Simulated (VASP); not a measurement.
Output of a VASP run:

File OUTCAR:
```
 ion  position               nearest neighbor table
   1  0.000  0.000  0.000-   2 3.02   2 3.02   2 3.02   2 3.02   2 3.02   2 3.02
   2  0.500  0.500  0.500-   1 3.02   1 3.02   1 3.02   1 3.02   1 3.02   1 3.02
  LATTYP: Found a face centered cubic cell.
 ALAT       =     6.0485452686
 Subroutine PRICEL returns:
 Original cell was already a primitive cell.
 Subroutine GETGRP returns: Found 48 space group operations
The static configuration has the point symmetry O_h .
The dynamic configuration has the point symmetry O_h .
 Subroutine INISYM returns: Found 48 space group operations
 Subroutine IBZKPT returns following result:
 Found     29 irreducible k-points:

 Following reciprocal coordinates:
            Coordinates               Weight
  0.000000  0.000000  0.000000      1.000000
  0.125000  0.000000  0.000000      8.000000
  0.250000  0.000000  0.000000      8.000000
  0.375000  0.000000  0.000000      8.000000
  0.500000  0.000000  0.000000      4.000000
  0.125000  0.125000  0.000000      6.000000
  0.250000  0.125000  0.000000     24.000000
  0.375000  0.125000  0.000000     24.000000
  0.500000  0.125000  0.000000     24.000000
 -0.375000  0.125000  0.000000     24.000000
 -0.250000  0.125000  0.000000     24.000000
 -0.125000  0.125000  0.000000     12.000000
  0.250000  0.250000  0.000000      6.000000
  0.375000  0.250000  0.000000     24.000000
  0.500000  0.250000  0.000000     24.000000
 -0.375000  0.250000  0.000000     24.000000
 -0.250000  0.250000  0.000000     12.000000
  0.375000  0.375000  0.000000      6.000000
  0.500000  0.375000  0.000000     24.000000
 -0.375000  0.375000  0.000000     12.000000
  0.500000  0.500000  0.000000      3.000000
  0.375000  0.250000  0.125000     24.000000
  0.500000  0.250000  0.125000     48.000000
 -0.375000  0.250000  0.125000     24.000000
  0.500000  0.375000  0.125000     24.000000
 -0.375000  0.375000  0.125000     48.000000
 -0.250000  0.375000  0.125000     24.000000
 -0.375000  0.500000  0.125000     12.000000
 -0.250000  0.500000  0.250000      6.000000
   k-points           NKPTS =     29   k-points in BZ     NKDIM =     29   number of bands    NBANDS=     14
   number of dos      NEDOS =    301   number of ions     NIONS =      2
   total plane-waves  NPLWV =  32768
   dimension x,y,z NGX =    32 NGY =   32 NGZ =   32
   dimension x,y,z NGXF=    64 NGYF=   64 NGZF=   64
   ions per type =               1   1
   PREC   = accura    normal or accurate (medium, high low for compatibility)
   ISTART =      0    job   : 0-new  1-cont  2-samecut
   ICHARG =      2    charge: 1-file 2-atom 10-const
   ISPIN  =      1    spin polarized calculation?
   LNONCOLLINEAR =      F non collinear calculations
   LSORBIT =      F    spin-orbit coupling
   INIWAV =      1    electr: 0-lowe 1-rand  2-diag
   ENCUT  =  520.0 eV  38.22 Ry    6.18 a.u.   7.95  7.95  7.95*2*pi/ulx,y,z
   NELM   =    100;   NELMIN=  2; NELMDL= -5     # of ELM steps
   EDIFF  = 0.1E-06   stopping-criterion for ELM
   LREAL  =      F    real-space projection
   NLSPLINE    = F    spline interpolate recip. space projectors
   LMAXMIX     =    4 max onsite mixed and CHGCAR
   VOSKOWN=      0    Vosko Wilk Nusair interpolation
   EDIFFG = 0.1E-05   stopping-criterion for IOM
   NSW    =      0    number of steps for IOM
   NBLOCK =      1;   KBLOCK =      1    inner block; outer block
   IBRION =     -1    ionic relax: 0-MD 1-quasi-New 2-CG
   NFREE  =      0    steps in history (QN), initial steepest desc. (CG)
   ISIF   =      2    stress and relaxation
   ISYM   =      2    0-nonsym 1-usesym 2-fastsym
   TEIN   =    0.0    initial temperature
   TEBEG  =    0.0;   TEEND  =   0.0 temperature during run
   SMASS  =  -3.00    Nose mass-parameter (am)
   PSTRESS=    0.0 pullay stress
   NELECT =      20.0000    total number of electrons
   EFERMI =   0.00;   METHOD = LEGACY
   ISMEAR =     0;   SIGMA  =   0.05  broadening in eV -4-tet -1-fermi 0-gaus
   IALGO  =     38    algorithm
...
```

**OSZICAR**
```
       N       E                     dE             d eps       ncg     rms          rms(c)
DAV:   1     0.162986797208E+03    0.16299E+03   -0.97766E+03   812   0.147E+03
DAV:   2     0.930140706356E+01   -0.15369E+03   -0.15040E+03   860   0.351E+02
DAV:   3    -0.437163690493E+01   -0.13673E+02   -0.13565E+02  1070   0.107E+02
DAV:   4    -0.471691899129E+01   -0.34528E+00   -0.34509E+00   902   0.208E+01
DAV:   5    -0.473008151734E+01   -0.13163E-01   -0.13162E-01  1188   0.392E+00    0.408E+00
DAV:   6    -0.412289838189E+01    0.60718E+00   -0.20377E+00  1184   0.100E+01    0.283E+00
DAV:   7    -0.412827071158E+01   -0.53723E-02   -0.15591E-01   836   0.223E+00    0.179E+00
DAV:   8    -0.413200104857E+01   -0.37303E-02   -0.19887E-02   896   0.189E+00    0.431E-01
DAV:   9    -0.413110164974E+01    0.89940E-03   -0.36650E-03  1240   0.638E-01    0.117E-01
DAV:  10    -0.413130338664E+01   -0.20174E-03   -0.42036E-04   872   0.205E-01    0.630E-02
DAV:  11    -0.413130711875E+01   -0.37321E-05   -0.63255E-05  1010   0.115E-01    0.102E-02
DAV:  12    -0.413130746933E+01   -0.35058E-06   -0.29654E-06  1028   0.177E-02    0.145E-03
DAV:  13    -0.413130747555E+01   -0.62212E-08   -0.14218E-07   762   0.329E-03
   1 F= -.41313075E+01 E0= -.41313075E+01  d E =-.149521E-12
```

### OUTCAR
```
------------------------ aborting loop because EDIFF is reached ----------------------------------------
  FORCE on cell =-STRESS in cart. coord.  units (eV):
  Direction    XX          YY          ZZ          XY          YZ          ZX
  --------------------------------------------------------------------------------------
  Total       -0.5278774     -0.5278774     -0.5278774      0.0000000      0.0000000     -0.0000000
  in kB      -15.2880057    -15.2880057    -15.2880057      0.0000000      0.0000000     -0.0000000
  external PRESSURE =     -15.2880057 kB  Pullay stress =       0.0000000 kB
  volume of cell :       55.32
      direct lattice vectors                 reciprocal lattice vectors
     0.000000000  3.024272634  3.024272634    -0.165329010  0.165329010  0.165329010
     3.024272634  0.000000000  3.024272634     0.165329010 -0.165329010  0.165329010
     3.024272634  3.024272634  0.000000000     0.165329010  0.165329010 -0.165329010
  FREE ENERGIE OF THE ION-ELECTRON SYSTEM (eV)
  ---------------------------------------------------
  free  energy   TOTEN  =        -4.1313074755 eV

  energy  without entropy=       -4.1313074755  energy(sigma->0) =       -4.13130748
```
(Selected blocks of OUTCAR.)

POSCAR:
```
PbS
1
    0.0000000000     3.0242726343     3.0242726343
    3.0242726343     0.0000000000     3.0242726343
    3.0242726343     3.0242726343     0.0000000000
Pb S
1 1
Direct
  0.0000000000   0.0000000000   0.0000000000
  0.5000000000   0.5000000000   0.5000000000
```

### Question
Reconstruct the remaining input files.

### Answer
One answer among several that fit: the input of the run itself, optB88-vdW, plane waves, VASP's PBE PAW potentials (set 64).

### INCAR
```
! general
SYSTEM   = PbS
PREC     = Accurate
ENCUT    = 520   ! plane-wave cut-off (eV)
LREAL    = .FALSE.   ! projection in real space or not
LASPH    = .TRUE.   ! aspherical one-centre terms

! electronic loop
EDIFF    = 1E-7   ! SCF stop (eV)
NELM     = 100
ALGO     = Normal   ! blocked Davidson
LMAXMIX  = 4   ! l cut-off of mixed one-centre charges

! smearing
ISMEAR   = 0
SIGMA    = 0.05   ! width (eV)

! functional
GGA      = BO
LUSE_VDW = .TRUE.
AGGAC    = 0.0
PARAM1   = 0.1833333333
PARAM2   = 0.22

! ions
ISIF     = 2   ! forces and stress, cell fixed

! output
LWAVE    = .FALSE.
LCHARG   = .FALSE.
```

**KPOINTS**
```
Automatic mesh
0
Gamma
8 8 8
0 0 0
```

POTCAR, in this order: Pb_d S (PBE.64 set). Program: vasp_std.

The compound is PbS in the rock salt structure. This cell is one point of a volume scan, at 1.03 of the reference volume.
